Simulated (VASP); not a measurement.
Wanted: the native input for a VASP 6.6.1 run.

* Task: single point
* Functional: LDA
* Potentials or basis: VASP PAW LDA potentials, release 64 (Zn)
* Cutoff: 520 eV
* k mesh: 22 × 22 × 22
* Occupations: gaussian, width 0.15 eV
* Spin: no spin polarisation
* Dipole correction: no
* Further INCAR settings: ALGO = Fast; EDIFF = 1e-07; NBANDS = 12

The structure of Zn lies in POSCAR:

```
Zn
1.0
   -1.6161081100      1.6161081100      1.5690370000
    1.6161081100     -1.6161081100      1.5690370000
    1.6161081100      1.6161081100     -1.5690370000
Zn
1
Direct
    0.0000000000      0.0000000000      0.0000000000
```

This isn't the form of Zn at room conditions, which is hcp.

The cell isn't the ideal one: strain +0.030 along x and y, +0.000 along z, atoms carried along.

The input as run:

INCAR

```
SYSTEM = Zn
PREC = Accurate ; ENCUT = 520
EDIFF = 1E-7 ; ISMEAR = 0
SIGMA = 0.15 ; LREAL = .False.
LASPH = .True. ; NELM = 100
ALGO = Fast ; ISIF = 2
LWAVE = .False. ; LCHARG = .False.
GGA = CA ; NBANDS = 12
```

KPOINTS

```
Automatic mesh
0
Gamma
  22 22 22
  0 0 0
```

Potentials or basis: VASP PAW LDA potentials, release 64 (Zn).

Command:

```sh
$ cat potpaw_LDA.64/Zn/POTCAR > POTCAR
$ mpirun -np 1 vasp_std > vasp.out
```

It gave:

The pressure is -10.2 GPa and the band gap on the k mesh is none (metal or under the smearing width).

Wall time 59 s on 1 thread of Intel(R) Xeon(R) 6975P-C (Granite Rapids), with other jobs on the host, peak memory 0.25 GiB.
